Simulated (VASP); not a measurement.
A VASP calculation is set up with these files.

INCAR:
```
SYSTEM = Rb
PREC = Accurate
ENCUT = 400
EDIFF = 1E-6
NELM = 100
ALGO = Normal
LREAL = .FALSE.
LASPH = .TRUE.
ISMEAR = 1
SIGMA = 0.1
GGA = PE
LMAXMIX = 4
LWAVE = .FALSE.
LCHARG = .FALSE.
ISIF = 2
ISPIN = 2
MAGMOM = 1.0 1.0 1.0
```

File KPOINTS:
```
Automatic mesh
0
Gamma
7 7 7
0 0 0
```

POSCAR:
```
Rb
1
   -2.8250000000     2.8250000000     2.8250000000
    2.8250000000    -2.8250000000     2.8250000000
    2.8250000000     2.8250000000    -2.8250000000
Rb
1
Direct
  0.0000000000   0.0000000000   0.0000000000
```

POTCAR, in this order: Rb_sv (PBE.64 set). Program: vasp_std.

Question: One choice in this input is risky. Which, and does it do harm here?

Answer: The risk: MAGMOM holds more values than there are atoms. Here it does no harm: the run (PBE GGA, plane waves, VASP's PBE PAW potentials (set 64)) converges to the same energy and pressure as with the safe setting.
OSZICAR:
```
       N       E                     dE             d eps       ncg     rms          rms(c)
DAV:   1     0.382589616985E+02    0.38259E+02   -0.31807E+03   720   0.635E+02
DAV:   2     0.156923335885E+01   -0.36690E+02   -0.36023E+02   778   0.122E+02
DAV:   3    -0.647206947138E+00   -0.22164E+01   -0.22014E+01   943   0.314E+01
DAV:   4    -0.767552761993E+00   -0.12035E+00   -0.12030E+00  1110   0.590E+00
DAV:   5    -0.769120856246E+00   -0.15681E-02   -0.15666E-02  1044   0.571E-01    0.345E+00
DAV:   6    -0.921889571735E+00   -0.15277E+00   -0.12419E-01   806   0.206E+00    0.111E+00
DAV:   7    -0.936636188857E+00   -0.14747E-01   -0.38941E-02   749   0.112E+00    0.573E-01
DAV:   8    -0.937440355917E+00   -0.80417E-03   -0.25799E-03   881   0.267E-01    0.321E-01
DAV:   9    -0.937672590249E+00   -0.23223E-03   -0.11148E-03   890   0.190E-01    0.441E-02
DAV:  10    -0.937815732988E+00   -0.14314E-03   -0.39171E-04   790   0.126E-01    0.203E-02
DAV:  11    -0.937832424433E+00   -0.16691E-04   -0.54084E-05   926   0.629E-02    0.194E-02
DAV:  12    -0.937834554343E+00   -0.21299E-05   -0.86683E-06   854   0.307E-02    0.400E-03
DAV:  13    -0.937834804179E+00   -0.24984E-06   -0.36473E-06   793   0.143E-02
   1 F= -.93783480E+00 E0= -.93782675E+00  d E =-.241527E-04  mag=    -0.0001
```

The compound is Rb in the bcc structure. The cell was not relaxed at this level.
